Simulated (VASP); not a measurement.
Here is the system:

```
CELL_PARAMETERS angstrom
      1.56292    -2.70705     0.00000
      1.56292     2.70705     0.00000
      0.00000     0.00000    14.29267
ATOMIC_POSITIONS crystal
  Mo 0.33333 0.66667 0.25000
  Mo 0.66667 0.33333 0.75000
  S  0.33333 0.66667 0.85707
  S  0.66667 0.33333 0.35707
  S  0.66667 0.33333 0.14293
  S  0.33333 0.66667 0.64293
```

These are PW91 GGA, VASP's PBE PAW potentials (set 64) (plane waves; VASP) values and carry that method's errors. Numerical set-up: 520 eV cut-off, 8×8×2 Γ-centred mesh, Gaussian smearing of 0.050 eV, potentials Mo_sv S.

Without a dispersion term in the relaxation, distances and binding between the weakly bound layers, chains or molecules are unreliable, and so is what depends on them.

Q: The ions and cell shape at fixed volume are relaxed. Which structure does the run end with?

A: 
```
CELL_PARAMETERS angstrom
      1.59428    -2.76138     0.00000
      1.59428     2.76138     0.00000
      0.00000     0.00000    13.73580
ATOMIC_POSITIONS crystal
  Mo 0.33333 0.66667 0.25000
  Mo 0.66667 0.33333 0.75000
  S  0.33333 0.66667 0.86377
  S  0.66667 0.33333 0.36377
  S  0.66667 0.33333 0.13623
  S  0.33333 0.66667 0.63623
```
Space group P6_3/mmc (194), at a tolerance of 0.03 Å.

Q: How much energy does the relaxation gain?

A: The energy (σ→0) changes by -31.4 meV/atom, in 8 ionic steps.

The compound is MoS2 in the 2H layered structure. This cell is one point of a volume scan, at 0.94 of the reference volume. Symmetry was kept, so distortions that lower it aren't found.
